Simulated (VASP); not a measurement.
Shape and ions are relaxed at each volume.

Consider the following.

```xyz
3
Lattice="-1.6068 1.6068 3.9330 1.6068 -1.6068 3.9330 1.6068 1.6068 -3.9330" Properties=species:S:1:pos:R:3 pbc="T T T"
Si     0.0000     0.0000     5.2290
Si     0.0000     0.0000     2.6369
Mo     0.0000     0.0000     0.0000
```

Computed with optB86b-vdW, VASP's PBE PAW potentials (set 64) (plane waves; VASP). Numerical set-up: 520 eV cut-off, 13×13×13 Γ-centred mesh, first-order Methfessel-Paxton smearing of 0.10 eV, potentials Si Mo_sv.

Problem. Give the energy at these volumes per atom, relative to the lowest: 12.72, 13.13, 13.53, 13.94, 14.35 Å³.

Solution. 35.5, 8.5, 0.0, 7.2, 27.7 meV/atom. A third-order Birch-Murnaghan fit gives B0 = 205 GPa and B0′ = 4.5.

The compound is MoSi2 in the MoSi2 type structure. It was relaxed first.
